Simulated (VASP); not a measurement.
Given:

```yaml
crystal:
  lattice:
    - [0.00000, 2.78630, 2.78630]
    - [2.78630, 0.00000, 2.78630]
    - [2.78630, 2.78630, 0.00000]
  atoms:
    - { symbol: Ca, position: [0.00000, 0.00000, 0.00000] }
```

The numbers are results of r2SCAN meta-GGA, VASP's PBE PAW potentials (set 64) (plane waves; VASP), not measurements. Run with PREC = Normal, EDIFF = 1E-5, 400 eV cut-off, 13×13×13 Γ-centred mesh, first-order Methfessel-Paxton smearing of 0.10 eV, potentials Ca_sv.

Question: Predict the energy per atom (σ→0), band gap (on the k-mesh) with the smallest direct gap where there is one.

Answer: 
```json
{
 "band gap (on the k-mesh)": "none (metal, semimetal or under 0.01 eV)",
 "energy per atom (σ→0)": "-7.030 eV/atom"
}
```

The absolute energy has meaning only against runs of the same code, potentials and settings.

The compound is Ca in the fcc structure. It was relaxed first.
